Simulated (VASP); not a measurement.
Consider the following.

```xyz
4
Lattice="3.2534 0.0000 0.0000 -1.6267 2.8175 0.0000 0.0000 0.0000 8.1242" Properties=species:S:1:pos:R:3 pbc="T T T"
W      0.0000     0.0000     0.0000
W     -1.6267     2.8175     4.0621
Sb     0.0000     1.8783     2.0310
Sb     1.6267     0.9392     6.0931
```

All values below come from PBEsol GGA, VASP's PBE PAW potentials (set 64) (plane waves; VASP). Numerical set-up: 400 eV cut-off, Gaussian smearing of 0.050 eV, potentials W_sv Sb.

Unless said otherwise, spin-orbit coupling is left out, though it shifts the bands of the heavy elements here.

Q: Predict the band gap (along the path) with the smallest direct gap where there is one.

A: 
```
Quantity                                                      Value
-------------------------  ----------------------------------------
band gap (along the path)  none (metal, semimetal or under 0.01 eV)
```

Only differences to runs with the same potentials and settings are physical.

The structure was generated: WSb was put into the NiAs type type (P6_3/mmc), which need not be its known phase. It was relaxed first, which changed the volume by -44 %.
